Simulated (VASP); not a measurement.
Consider the following.

```xyz
6
Lattice="-2.5044 2.5044 3.6806 2.5044 -2.5044 3.6806 2.5044 2.5044 -3.6806" Properties=species:S:1:pos:R:3 pbc="T T T"
Al     0.0000     0.0000     0.0000
P      0.0000     2.5044     1.8403
O      1.1566     2.9758     2.7071
O      0.4714     1.3478     0.9735
O     -1.1566     2.0330     2.7071
O     -0.4714     3.6610     0.9735
```

Computed with LDA (Ceperley-Alder, Perdew-Zunger), VASP's LDA PAW potentials (set 64) (plane waves; VASP). Run with 520 eV cut-off, 7×7×7 Γ-centred mesh, tetrahedra with Blöchl corrections, potentials Al P O.

### Question
Tabulate the total density of states (states/eV per cell) against energy (eV; zero at the valence-band maximum or, without a gap, the Fermi level).

### Answer

| E (eV) | DOS (states/eV) |
|---|---|
| -9.98 | 0.00 |
| -9.14 | 0.01 |
| -8.42 | 1.36 |
| -7.58 | 0.01 |
| -6.86 | 0.21 |
| -6.02 | 1.61 |
| -5.18 | 4.43 |
| -4.46 | 0.00 |
| -3.62 | 0.00 |
| -2.78 | 5.24 |
| -2.06 | 3.60 |
| -1.22 | 0.00 |
| -0.38 | 8.03 |
| 0.34 | 0.00 |
| 1.18 | 0.00 |
| 1.90 | 0.00 |
| 2.74 | 0.00 |
| 3.58 | 0.00 |
| 4.30 | 0.00 |
| 5.14 | 0.00 |
| 5.86 | 0.07 |
| 6.70 | 0.39 |
| 7.54 | 0.78 |
| 8.26 | 1.39 |
| 9.10 | 3.50 |
Within 2 eV below the valence-band maximum the largest weight inside VASP's projection spheres is O p.

The structure comes from a computed database's AlPO4 entry (I-4); how it stands against other phases isn't given here. It was relaxed first.
